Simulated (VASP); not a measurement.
Computed with PBE GGA, VASP's PBE PAW potentials (set 64) (plane waves; VASP).

VASP input:

POSCAR:
```
BN
1
    0.0000000000     1.8436500000     1.8436500000
    1.8436500000     0.0000000000     1.8436500000
    1.8436500000     1.8436500000     0.0000000000
B N
1 1
Direct
  0.0000000000   0.0000000000   0.0000000000
  0.2500000000   0.2500000000   0.2500000000
```

INCAR:
```
! general
SYSTEM=BN
PREC  =Accurate
ENCUT =800
LREAL =F
LASPH =T   ! aspherical one-centre terms

! electronic loop
EDIFF =1E-6   ! SCF stop (eV)
NELM  =100   ! most electronic steps
ALGO  =Normal   ! blocked Davidson

! smearing
ISMEAR=0
SIGMA =0.05

! functional
GGA   =PE   ! PBE

! ions
ISIF  =2   ! forces and stress, cell fixed

! output
LWAVE =F
LCHARG=F
```

KPOINTS:
```
kpoints
0
gamma
 11 11 11
```

POTCAR, in this order: B N (PBE.64 set). Program: vasp_std.

Question: Predict the energy per atom (σ→0), pressure.

Answer: 
```
Property                        Value
---------------------  --------------
energy per atom (σ→0)  -8.713 eV/atom
pressure                  -172.1 kbar
```

File OSZICAR:
```
...
DAV:   6    -0.174938756076E+02    0.81475E+00   -0.35712E+00  1296   0.159E+01    0.305E+00
DAV:   7    -0.174383555125E+02    0.55520E-01   -0.65517E-02  1136   0.274E+00    0.181E+00
DAV:   8    -0.174256743460E+02    0.12681E-01   -0.39101E-02  1040   0.182E+00    0.161E-01
DAV:   9    -0.174258574907E+02   -0.18314E-03   -0.63595E-04   928   0.273E-01    0.706E-02
DAV:  10    -0.174259415185E+02   -0.84028E-04   -0.14700E-04  1272   0.139E-01    0.152E-02
DAV:  11    -0.174259467378E+02   -0.52193E-05   -0.87343E-06  1056   0.308E-02    0.696E-03
DAV:  12    -0.174259467456E+02   -0.78270E-08   -0.15060E-06   528   0.119E-02
   1 F= -.17425947E+02 E0= -.17425947E+02  d E =-.728073E-14
```

The compound is BN in the zinc blende structure. The cell was not relaxed at this level. The run is one of a series of settings (ENCUT = 800 against the base run), some of them coarse on purpose.
